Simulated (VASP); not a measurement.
Given:

```yaml
crystal:
  lattice:
    - [4.04813, 0.00000, 0.00000]
    - [0.00000, 4.04813, 0.00000]
    - [0.00000, 0.00000, 4.04813]
  atoms:
    - { symbol: Ba, position: [0.00000, 0.00000, 0.00000] }
    - { symbol: Ti, position: [0.50000, 0.50000, 0.50000] }
    - { symbol: O, position: [0.50000, 0.00000, 0.50000] }
    - { symbol: O, position: [0.00000, 0.50000, 0.50000] }
    - { symbol: O, position: [0.50000, 0.50000, 0.00000] }
```

Level of theory: r2SCAN meta-GGA, VASP's PBE PAW potentials (set 64) (plane waves; VASP). Settings: 520 eV cut-off, 6×6×6 Γ-centred mesh, Gaussian smearing of 0.050 eV, potentials Ba_sv Ti_sv O.

Q: Give the stress tensor in GPa (positive for a compressed cell).

A: 
```
-4.94   0.00   0.00
 0.00  -4.94   0.00
 0.00   0.00  -4.94
```
The pressure is its mean diagonal, -4.94 GPa.

The compound is BaTiO3 in the cubic perovskite structure, the ideal cubic form; the compound distorts at low or room temperature. This cell is one point of a volume scan, at 1.03 of the reference volume.
